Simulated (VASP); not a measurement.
Output of a VASP run:

OUTCAR:
```
 ion  position               nearest neighbor table
   1  0.000  0.000  0.000-
  LATTYP: Found a body centered cubic cell.
 ALAT       =     5.0200000000
 Subroutine PRICEL returns:
 Original cell was already a primitive cell.
 Subroutine GETGRP returns: Found 48 space group operations
The static configuration has the point symmetry O_h .
The dynamic configuration has the point symmetry O_h .
 Subroutine INISYM returns: Found 48 space group operations
 Subroutine IBZKPT returns following result:
 Found     35 irreducible k-points:

 Following reciprocal coordinates:
            Coordinates               Weight
  0.000000  0.000000  0.000000      1.000000
  0.111111  0.000000  0.000000     12.000000
  0.222222  0.000000  0.000000     12.000000
  0.333333  0.000000  0.000000     12.000000
  0.444444  0.000000  0.000000     12.000000
  0.111111  0.111111  0.000000     24.000000
  0.222222  0.111111  0.000000     48.000000
  0.333333  0.111111  0.000000     48.000000
  0.444444  0.111111  0.000000     24.000000
  0.222222  0.222222  0.000000     24.000000
  0.333333  0.222222  0.000000     48.000000
  0.333333  0.333333  0.000000      8.000000
  0.111111  0.111111  0.111111      8.000000
  0.222222  0.111111  0.111111     24.000000
  0.333333  0.111111  0.111111     24.000000
 -0.111111  0.111111  0.111111      6.000000
  0.222222  0.222222  0.111111     24.000000
  0.333333  0.222222  0.111111     24.000000
 -0.222222  0.222222  0.111111     24.000000
 -0.333333  0.333333  0.111111     24.000000
 -0.222222  0.333333  0.111111     24.000000
 -0.444444  0.444444  0.111111     24.000000
 -0.333333  0.444444  0.111111     48.000000
 -0.444444 -0.444444  0.111111     24.000000
 -0.333333 -0.444444  0.111111     24.000000
  0.222222  0.222222  0.222222      8.000000
 -0.222222  0.222222  0.222222      6.000000
 -0.333333  0.333333  0.222222     24.000000
 -0.444444  0.444444  0.222222     24.000000
 -0.333333  0.444444  0.222222     24.000000
 -0.444444 -0.444444  0.222222     24.000000
 -0.333333  0.333333  0.333333      6.000000
 -0.444444  0.444444  0.333333     24.000000
 -0.444444 -0.444444  0.333333      8.000000
 -0.444444  0.444444  0.444444      6.000000
   k-points           NKPTS =     35   k-points in BZ     NKDIM =     35   number of bands    NBANDS=      9
   number of dos      NEDOS =    301   number of ions     NIONS =      1
   total plane-waves  NPLWV =  32768
   dimension x,y,z NGX =    32 NGY =   32 NGZ =   32
   dimension x,y,z NGXF=    64 NGYF=   64 NGZF=   64
   ions per type =               1
   PREC   = accura    normal or accurate (medium, high low for compatibility)
   ISTART =      0    job   : 0-new  1-cont  2-samecut
   ICHARG =      2    charge: 1-file 2-atom 10-const
   ISPIN  =      1    spin polarized calculation?
   LNONCOLLINEAR =      F non collinear calculations
   LSORBIT =      F    spin-orbit coupling
   INIWAV =      1    electr: 0-lowe 1-rand  2-diag
   ENCUT  =  520.0 eV  38.22 Ry    6.18 a.u.   8.08  8.08  8.08*2*pi/ulx,y,z
   NELM   =    100;   NELMIN=  2; NELMDL= -5     # of ELM steps
   EDIFF  = 0.1E-05   stopping-criterion for ELM
   LREAL  =      F    real-space projection
   NLSPLINE    = F    spline interpolate recip. space projectors
   LMAXMIX     =    4 max onsite mixed and CHGCAR
   VOSKOWN=      0    Vosko Wilk Nusair interpolation
   EDIFFG = -.1E-01   stopping-criterion for IOM
   NSW    =     60    number of steps for IOM
   NBLOCK =      1;   KBLOCK =     60    inner block; outer block
   IBRION =      2    ionic relax: 0-MD 1-quasi-New 2-CG
   NFREE  =      1    steps in history (QN), initial steepest desc. (CG)
   ISIF   =      3    stress and relaxation
   ISYM   =      2    0-nonsym 1-usesym 2-fastsym
   TEIN   =    0.0    initial temperature
   TEBEG  =    0.0;   TEEND  =   0.0 temperature during run
   SMASS  =  -3.00    Nose mass-parameter (am)
...
```

File OSZICAR:
```
...
DAV:   5     0.427557969555E+00   -0.21532E-03   -0.21529E-03   869   0.240E-01    0.186E+00
DAV:   6     0.423063515117E+00   -0.44945E-02   -0.14884E-02   763   0.167E+00    0.113E+00
DAV:   7     0.403530393437E+00   -0.19533E-01   -0.81328E-02   659   0.380E+00    0.191E-01
DAV:   8     0.398857294762E+00   -0.46731E-02   -0.12502E-02   813   0.131E+00    0.101E-01
DAV:   9     0.398297607868E+00   -0.55969E-03   -0.14894E-03   809   0.457E-01    0.288E-02
DAV:  10     0.398258254087E+00   -0.39354E-04   -0.17225E-04   884   0.146E-01    0.582E-03
DAV:  11     0.398257363094E+00   -0.89099E-06   -0.43305E-06   934   0.242E-02
   1 F= 0.39825736E+00 E0= 0.39878951E+00  d E =0.398257E+00
       N       E                     dE             d eps       ncg     rms          rms(c)
DAV:   1     0.388380906520E+00   -0.98773E-02   -0.27205E-01   631   0.421E+00    0.413E-01
DAV:   2     0.395513469160E+00    0.71326E-02   -0.14003E-02   635   0.115E+00    0.195E-01
DAV:   3     0.397601467356E+00    0.20880E-02   -0.11674E-02   826   0.738E-01    0.527E-02
DAV:   4     0.397571997796E+00   -0.29470E-04   -0.17125E-04   671   0.121E-01    0.401E-02
DAV:   5     0.397513221622E+00   -0.58776E-04   -0.61028E-05   899   0.802E-02    0.565E-03
DAV:   6     0.397512799090E+00   -0.42253E-06   -0.53953E-07   435   0.923E-03
   2 F= 0.39751280E+00 E0= 0.39807472E+00  d E =-.744564E-03
       N       E                     dE             d eps       ncg     rms          rms(c)
DAV:   1     0.395570505601E+00   -0.19427E-02   -0.54147E-02   631   0.188E+00    0.184E-01
DAV:   2     0.396986144214E+00    0.14156E-02   -0.27335E-03   634   0.503E-01    0.864E-02
DAV:   3     0.397393789242E+00    0.40765E-03   -0.23046E-03   851   0.327E-01    0.235E-02
DAV:   4     0.397388900257E+00   -0.48890E-05   -0.28275E-05   661   0.488E-02    0.182E-02
DAV:   5     0.397379558356E+00   -0.93419E-05   -0.12721E-05   870   0.378E-02    0.240E-03
DAV:   6     0.397379366848E+00   -0.19151E-06   -0.59120E-08   337   0.268E-03
   3 F= 0.39737937E+00 E0= 0.39794911E+00  d E =-.877996E-03
       N       E                     dE             d eps       ncg     rms          rms(c)
DAV:   1     0.390302452873E+00   -0.70771E-02   -0.21421E-01   631   0.373E+00    0.366E-01
DAV:   2     0.395907899829E+00    0.56054E-02   -0.10943E-02   633   0.101E+00    0.172E-01
DAV:   3     0.397544740768E+00    0.16368E-02   -0.91893E-03   825   0.654E-01    0.465E-02
DAV:   4     0.397521510523E+00   -0.23230E-04   -0.13652E-04   656   0.107E-01    0.357E-02
DAV:   5     0.397475562525E+00   -0.45948E-04   -0.49251E-05   891   0.724E-02    0.493E-03
DAV:   6     0.397475219848E+00   -0.34268E-06   -0.41278E-07   395   0.809E-03
   4 F= 0.39747522E+00 E0= 0.39805033E+00  d E =-.782143E-03
       N       E                     dE             d eps       ncg     rms          rms(c)
DAV:   1     0.393247843335E+00   -0.42277E-02   -0.12213E-01   631   0.282E+00    0.278E-01
DAV:   2     0.396493439799E+00    0.32456E-02   -0.61580E-03   633   0.757E-01    0.130E-01
DAV:   3     0.397410556216E+00    0.91712E-03   -0.51935E-03   856   0.490E-01    0.349E-02
DAV:   4     0.397396083751E+00   -0.14472E-04   -0.58061E-05   658   0.701E-02    0.268E-02
DAV:   5     0.397358030688E+00   -0.38053E-04   -0.26506E-05   862   0.545E-02    0.375E-03
DAV:   6     0.397358052422E+00    0.21734E-07   -0.13680E-07   360   0.355E-03
   5 F= 0.39735805E+00 E0= 0.39793036E+00  d E =-.899311E-03
```

### OUTCAR
```
------------------------ aborting loop because EDIFF is reached ----------------------------------------
  FORCE on cell =-STRESS in cart. coord.  units (eV):
  Direction    XX          YY          ZZ          XY          YZ          ZX
  --------------------------------------------------------------------------------------
  Total        0.0051431      0.0051431      0.0051431     -0.0000000     -0.0000000     -0.0000000
  in kB        0.1275897      0.1275897      0.1275897     -0.0000000     -0.0000000     -0.0000000
  external PRESSURE =       0.1275897 kB  Pullay stress =       0.0000000 kB
  volume of cell :       64.58
      direct lattice vectors                 reciprocal lattice vectors
    -2.527469024  2.527469024  2.527469024     0.000000000  0.197826361  0.197826361
     2.527469024 -2.527469024  2.527469024     0.197826361  0.000000000  0.197826361
     2.527469024  2.527469024 -2.527469024     0.197826361  0.197826361  0.000000000
 POSITION                                       TOTAL-FORCE (eV/Angst)
 -----------------------------------------------------------------------------------
      0.00000      0.00000      0.00000        -0.000000      0.000000      0.000000
 -----------------------------------------------------------------------------------
    total drift:                               -0.000000     -0.000000     -0.000000
  FREE ENERGIE OF THE ION-ELECTRON SYSTEM (eV)
  ---------------------------------------------------
  free  energy   TOTEN  =         0.3973580524 eV

  energy  without entropy=        0.3990749820  energy(sigma->0) =        0.39793036

 reached required accuracy - stopping structural energy minimisation
```
(Selected blocks of OUTCAR.)

POSCAR:
```
Ba
1
   -2.5100000000     2.5100000000     2.5100000000
    2.5100000000    -2.5100000000     2.5100000000
    2.5100000000     2.5100000000    -2.5100000000
Ba
1
Direct
  0.0000000000   0.0000000000   0.0000000000
```

Question: Write an INCAR and KPOINTS that could have produced this output.

Answer: One answer among several that fit: the input of the run itself, vdW-DF2, plane waves, VASP's PBE PAW potentials (set 64).

**KPOINTS**
```
kpoints
0
G
 9 9 9
```

INCAR:
```
! general
SYSTEM   = Ba
PREC     = Accurate
ENCUT    = 520
LREAL    = F
LASPH    = T   ! aspherical one-centre terms

! electronic loop
EDIFF    = 1E-6   ! SCF stop (eV)
NELM     = 100   ! most electronic steps
ALGO     = Normal
LMAXMIX  = 4

! smearing
ISMEAR   = 1   ! Methfessel-Paxton
SIGMA    = 0.1   ! width (eV)

! functional
GGA      = ML
LUSE_VDW = T
AGGAC    = 0.0
ZAB_VDW  = -1.8867

! ions
IBRION   = 2
NSW      = 60   ! most ionic steps
ISIF     = 3   ! ions, shape and volume
EDIFFG   = -0.01

! output
LWAVE    = F
LCHARG   = F
```

POTCAR, in this order: Ba_sv (PBE.64 set). Program: vasp_std.

Energy and stress use the plane-wave basis of the starting cell.

The compound is Ba in the bcc structure. This run relaxes it. Symmetry was kept, so distortions that lower it aren't found.
